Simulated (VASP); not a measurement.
Output of a VASP run:

OSZICAR:
```
       N       E                     dE             d eps       ncg     rms          rms(c)
DAV:   1     0.400078281385E+03    0.40008E+03   -0.23155E+04  1275   0.212E+03
DAV:   2     0.138707078047E+02   -0.38621E+03   -0.37670E+03  1393   0.509E+02
DAV:   3    -0.396166206487E+02   -0.53487E+02   -0.52427E+02  1440   0.143E+02
DAV:   4    -0.420714094508E+02   -0.24548E+01   -0.24344E+01  1593   0.320E+01
DAV:   5    -0.421384637914E+02   -0.67054E-01   -0.66951E-01  1530   0.477E+00    0.720E+00
DAV:   6    -0.411415033717E+02    0.99696E+00   -0.21014E+00  1644   0.141E+01    0.393E+00
DAV:   7    -0.409577891324E+02    0.18371E+00   -0.74807E-01  1553   0.452E+00    0.123E+00
DAV:   8    -0.409516436697E+02    0.61455E-02   -0.12084E-01  1579   0.290E+00    0.551E-01
DAV:   9    -0.409517603641E+02   -0.11669E-03   -0.73999E-03  1502   0.744E-01    0.391E-01
DAV:  10    -0.409514446278E+02    0.31574E-03   -0.37501E-03  1579   0.578E-01    0.893E-02
DAV:  11    -0.409515536618E+02   -0.10903E-03   -0.89575E-04  1471   0.439E-01    0.337E-02
DAV:  12    -0.409515601679E+02   -0.65061E-05   -0.11880E-04  1857   0.867E-02    0.181E-02
DAV:  13    -0.409515719435E+02   -0.11776E-04   -0.47244E-05  1806   0.533E-02    0.599E-03
DAV:  14    -0.409515722059E+02   -0.26242E-06   -0.90843E-06  1595   0.265E-02    0.273E-03
DAV:  15    -0.409515723322E+02   -0.12627E-06   -0.11388E-06  1524   0.614E-03    0.182E-03
DAV:  16    -0.409515722812E+02    0.51034E-07   -0.12137E-07   991   0.290E-03
   1 F= -.40951572E+02 E0= -.40951572E+02  d E =0.000000E+00
```

File OUTCAR:
```
------------------------ aborting loop because EDIFF is reached ----------------------------------------
  FORCE on cell =-STRESS in cart. coord.  units (eV):
  Direction    XX          YY          ZZ          XY          YZ          ZX
  --------------------------------------------------------------------------------------
  Total       -0.0124904     -0.0124904     -0.0124904      0.0484763     -0.0484763     -0.0484763
  in kB       -0.1392002     -0.1392002     -0.1392002      0.5402468     -0.5402468     -0.5402468
  external PRESSURE =      -0.1392002 kB  Pullay stress =       0.0000000 kB
  volume of cell :      143.76
      direct lattice vectors                 reciprocal lattice vectors
     0.000000000  2.604900747  2.604900747    -0.190896143  0.192995643  0.190896143
     2.604900747  0.000000000  2.604900747     0.192995643 -0.190896143  0.190896143
    10.535473456 10.535473456 -0.115870470     0.047199161  0.047199161 -0.047199161
 POSITION                                       TOTAL-FORCE (eV/Angst)
 -----------------------------------------------------------------------------------
     10.42719     10.42719     -0.00759         0.002743      0.002743     -0.002743
      5.32665      5.32665      5.09295         0.005846      0.005846     -0.005846
      1.33080      1.33080      1.27411        -0.005717     -0.005717      0.005717
      4.15785      4.15785      1.05196        -0.006139     -0.006139      0.006139
      6.58887      6.58887      1.22583        -0.000963     -0.000963      0.000963
      9.01920      9.01920      1.40040        -0.003782     -0.003782      0.003782
      7.95602      7.95602      5.06848         0.006048      0.006048     -0.006048
      7.78388      7.78388      0.03082         0.001965      0.001965     -0.001965
 -----------------------------------------------------------------------------------
    total drift:                               -0.000246     -0.000246      0.000254
  FREE ENERGIE OF THE ION-ELECTRON SYSTEM (eV)
  ---------------------------------------------------
  free  energy   TOTEN  =       -40.9515722812 eV

  energy  without entropy=      -40.9515722812  energy(sigma->0) =      -40.95157228

 total charge

# of ion       s       p       d       tot
------------------------------------------
    1        0.891   0.927  10.015  11.833
    2        0.890   0.933  10.017  11.840
    3        1.204   1.678   0.042   2.925
    4        1.196   1.699   0.055   2.949
    5        1.191   1.541   0.064   2.795
    6        1.195   1.529   0.048   2.772
    7        0.642   1.000   0.000   1.642
    8        0.642   1.003   0.000   1.645
--------------------------------------------------
tot          7.852  10.308  20.241  38.402

 Electric field gradients after diagonalization (V/A^2)
 (convention: |V_zz| > |V_xx| > |V_yy|)
----------------------------------------------------------------------
 ion       V_xx      V_yy      V_zz     asymmetry (V_yy - V_xx)/ V_zz
----------------------------------------------------------------------
   1      -5.794    -5.785    11.579       0.001
   2     -12.064   -12.055    24.120       0.000
   3     -46.955   -46.954    93.909       0.000
   4     -33.791   -33.791    67.582       0.000
   5      31.191    31.191   -62.383       0.000
   6      27.483    27.483   -54.966       0.000
   7       1.958     1.957    -3.915       0.000
   8       3.536     3.535    -7.071       0.000
```
(Selected blocks of OUTCAR.)

POSCAR:
```
Ga2As4B2
1
   -0.0000000000     2.6049007466     2.6049007466
    2.6049007466     0.0000000000     2.6049007466
   10.5354734559    10.5354734559    -0.1158704695
Ga As B
2 4 2
Direct
  0.0204434822   0.0204434822   0.9846673883
  0.9834076212   0.9834076212   0.2624442842
  0.2460157558   0.2460157558   0.0654881832
  0.2095437027   0.2095437027   0.3428422230
  0.2478395008   0.2478395008   0.5641203744
  0.2862672080   0.2862672080   0.7852995939
  0.9842568949   0.9842568949   0.5118073288
  0.0222258345   0.0222258345   0.7333306242
```

Question: Reconstruct the remaining input files.

Answer: Several could match; the one computed here: the input of the run itself, PBEsol GGA, plane waves, VASP's PBE PAW potentials (set 64).

INCAR:
```
SYSTEM  =  Ga2As4B2
PREC  =  Accurate; ENCUT  =  520; LREAL  =  .FALSE.
LASPH  =  .TRUE.
EDIFF  =  1E-7; NELM  =  100; ALGO  =  Normal
LMAXMIX  =  4
ISMEAR  =  -5
GGA  =  PS
ISIF  =  2
LWAVE  =  .FALSE.; LCHARG  =  .TRUE.; LORBIT  =  11
NEDOS  =  601
LEFG  =  .TRUE.
```

**KPOINTS**
```
kpoints
0
G
  8 8 2
```

POTCAR, in this order: Ga_d As B (PBE.64 set). Program: vasp_std.

The structure was generated: Ga2As4B2 was put into an ordered model structure (R3m), which need not be its known phase. It was relaxed first.
